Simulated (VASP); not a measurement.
These are PBEsol GGA, VASP's PBE PAW potentials (set 64) (plane waves; VASP 6.6.1) values and carry that method's errors.

Input for VASP

### POSCAR
```
Pt3Ti
1
    3.8978672698     0.0000000000     0.0000000000
    0.0000000000     3.8978672698     0.0000000000
    0.0000000000     0.0000000000     3.8978672698
Ti Pt
1 3
Direct
  0.0000000000   0.0000000000   0.0000000000
  0.0000000000   0.5000000000   0.5000000000
  0.5000000000   0.0000000000   0.5000000000
  0.5000000000   0.5000000000   0.0000000000
```

### INCAR
```
SYSTEM = Pt3Ti
LCHARG = .FALSE.
ISMEAR = 1   # Methfessel-Paxton
NELM = 100   # most electronic steps
LMAXMIX = 6   # l cut-off of mixed one-centre charges
ALGO = Normal   # blocked Davidson
LASPH = .TRUE.   # aspherical one-centre terms
LWAVE = .FALSE.
SIGMA = 0.1
PREC = Accurate
ENCUT = 480   # plane-wave cut-off (eV)
ISIF = 2   # forces and stress, cell fixed
EDIFF = 1E-7   # SCF stop (eV)
GGA = PS   # PBEsol
LREAL = .FALSE.   # projection in real space or not
```

File KPOINTS:
```
Automatic mesh
0
Gamma
8 8 8
0 0 0
```

POTCAR, in this order: Ti_sv Pt (PBE.64 set). Program: vasp_std.

Output of the run:

### OUTCAR
```
 ion  position               nearest neighbor table
   1  0.000  0.000  0.000-   2 2.76   3 2.76   4 2.76   2 2.76   3 2.76   2 2.76   4 2.76   2 2.76
                             3 2.76   4 2.76   3 2.76   4 2.76
   2  0.000  0.500  0.500-   1 2.76   3 2.76   4 2.76   1 2.76   4 2.76   1 2.76   3 2.76   1 2.76
                             3 2.76   4 2.76   4 2.76   3 2.76
   3  0.500  0.000  0.500-   1 2.76   2 2.76   4 2.76   1 2.76   4 2.76   2 2.76   4 2.76   4 2.76
                             1 2.76   2 2.76   1 2.76   2 2.76
   4  0.500  0.500  0.000-   1 2.76   2 2.76   3 2.76   2 2.76   3 2.76   1 2.76   3 2.76   3 2.76
                             1 2.76   2 2.76   2 2.76   1 2.76
  LATTYP: Found a simple cubic cell.
 ALAT       =     3.8978672698
 Subroutine PRICEL returns:
 Original cell was already a primitive cell.
 Subroutine GETGRP returns: Found 48 space group operations
The static configuration has the point symmetry O_h .
The dynamic configuration has the point symmetry O_h .
 Subroutine INISYM returns: Found 48 space group operations
 Subroutine IBZKPT returns following result:
 Found     35 irreducible k-points:

 Following reciprocal coordinates:
            Coordinates               Weight
  0.000000  0.000000  0.000000      1.000000
  0.125000  0.000000  0.000000      6.000000
  0.250000  0.000000  0.000000      6.000000
...
```

**OSZICAR**
```
       N       E                     dE             d eps       ncg     rms          rms(c)
DAV:   1     0.372202351799E+03    0.37220E+03   -0.20356E+04  1750   0.170E+03
DAV:   2    -0.244259092127E+01   -0.37464E+03   -0.36747E+03  1883   0.441E+02
DAV:   3    -0.351926654336E+02   -0.32750E+02   -0.31502E+02  2584   0.111E+02
DAV:   4    -0.361633976069E+02   -0.97073E+00   -0.96661E+00  2090   0.205E+01
DAV:   5    -0.361934700879E+02   -0.30072E-01   -0.30052E-01  2480   0.356E+00    0.235E+01
DAV:   6    -0.339419030104E+02    0.22516E+01   -0.20302E+01  2486   0.334E+01    0.131E+01
DAV:   7    -0.337768050481E+02    0.16510E+00   -0.27756E+01  2399   0.322E+01    0.105E+01
DAV:   8    -0.329047307886E+02    0.87207E+00   -0.17953E+00  2393   0.108E+01    0.453E+00
DAV:   9    -0.328275236775E+02    0.77207E-01   -0.22641E+00  2562   0.825E+00    0.264E+00
DAV:  10    -0.327544179387E+02    0.73106E-01   -0.48641E-01  2433   0.484E+00    0.280E-01
DAV:  11    -0.327563462227E+02   -0.19283E-02   -0.81976E-03  2370   0.745E-01    0.448E-01
DAV:  12    -0.327547198743E+02    0.16263E-02   -0.11838E-02  2424   0.637E-01    0.107E-01
DAV:  13    -0.327546761639E+02    0.43710E-04   -0.29761E-04  2107   0.121E-01    0.338E-02
DAV:  14    -0.327546929204E+02   -0.16757E-04   -0.13032E-04  2433   0.863E-02    0.509E-02
DAV:  15    -0.327546716483E+02    0.21272E-04   -0.70516E-05  2480   0.558E-02    0.135E-02
DAV:  16    -0.327546706145E+02    0.10338E-05   -0.10296E-05  2703   0.196E-02    0.307E-03
DAV:  17    -0.327546707177E+02   -0.10323E-06   -0.41727E-07  2031   0.485E-03    0.154E-03
DAV:  18    -0.327546707258E+02   -0.81527E-08   -0.41614E-08   997   0.185E-03
   1 F= -.32754671E+02 E0= -.32754524E+02  d E =-.440335E-03
```

OUTCAR:
```
------------------------ aborting loop because EDIFF is reached ----------------------------------------
  FORCE on cell =-STRESS in cart. coord.  units (eV):
  Direction    XX          YY          ZZ          XY          YZ          ZX
  --------------------------------------------------------------------------------------
  Total        0.0217199      0.0217199      0.0217199     -0.0000000      0.0000000     -0.0000000
  in kB        0.5876069      0.5876069      0.5876069     -0.0000000      0.0000000     -0.0000000
  external PRESSURE =       0.5876069 kB  Pullay stress =       0.0000000 kB
  volume of cell :       59.22
      direct lattice vectors                 reciprocal lattice vectors
     3.897867270  0.000000000  0.000000000     0.256550552  0.000000000  0.000000000
     0.000000000  3.897867270  0.000000000     0.000000000  0.256550552  0.000000000
     0.000000000  0.000000000  3.897867270     0.000000000  0.000000000  0.256550552
 POSITION                                       TOTAL-FORCE (eV/Angst)
 -----------------------------------------------------------------------------------
      0.00000      0.00000      0.00000         0.000000      0.000000      0.000000
      0.00000      1.94893      1.94893         0.000000      0.000000      0.000000
      1.94893      0.00000      1.94893         0.000000      0.000000      0.000000
      1.94893      1.94893      0.00000         0.000000      0.000000      0.000000
 -----------------------------------------------------------------------------------
    total drift:                               -0.000000      0.000000      0.000000
  FREE ENERGIE OF THE ION-ELECTRON SYSTEM (eV)
  ---------------------------------------------------
  free  energy   TOTEN  =       -32.7546707258 eV

  energy  without entropy=      -32.7542303907  energy(sigma->0) =      -32.75452395
```
(Selected blocks of OUTCAR.)

The compound is Pt3Ti in the L1_2 structure. It was relaxed first.
